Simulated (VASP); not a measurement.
# C: single point with SCAN+rVV10

Crystal: C.

```xyz
4
Lattice="2.4610 0.0000 0.0000 -1.2305 2.1313 0.0000 0.0000 0.0000 6.7080" Properties=species:S:1:pos:R:3 pbc="T T T"
C     0.0000    0.0000    1.6770
C     0.0000    1.4209    1.6770
C     0.0000    0.0000    5.0310
C     1.2305    0.7104    5.0310
```

The cell was built by a generator and needn't be a form met in nature.

* Program: VASP 6.6.1
* Task: single point
* Functional: SCAN
* Dispersion: rVV10
* Potentials or basis: VASP PAW PBE potentials, release 64 (C)
* Cutoff: 520 eV
* k mesh: 16 × 16 × 4
* Occupations: fermi-dirac, width 0.05 eV
* Spin: no spin polarisation

```
Pressure               : -2.8 GPa
Band gap on the k mesh : 0.59 eV, direct
```

Stress tensor (GPa, compression positive):
```
-4.23  0.00  0.00
 0.00 -4.23  0.00
 0.00  0.00 -0.08
```

Levels at points of the mesh, in eV from the valence-band top:
```tsv
k point	band 4	band 5	band 6	band 7	band 8	band 9	band 10	band 11	band 12	band 13
(0.00, 0.00, 0.00)	-6.71	-3.12	-3.12	-3.10	-3.10	4.42	9.11	9.11	9.17	9.17
(0.50, 0.00, 0.00)	-13.71	-6.63	-6.57	-2.70	-1.98	1.82	2.56	7.82	8.25	11.71
(0.00, 0.00, 0.50)	-7.85	-3.11	-3.11	-3.11	-3.11	7.20	7.20	9.14	9.14	9.14
(0.50, 0.00, 0.50)	-13.76	-6.60	-6.60	-2.27	-2.27	1.97	1.97	8.03	8.03	13.15
```

Run time: 3.1 min on 1 thread of Intel(R) Xeon(R) Platinum 8488C (Sapphire Rapids), with other jobs on the host, peak memory 0.24 GiB.

Caveat: the PAW data sets were made with another functional, which shifts forces and pressure a little. SCAN opens gaps a little over a GGA but as a rule still falls short of measured ones.
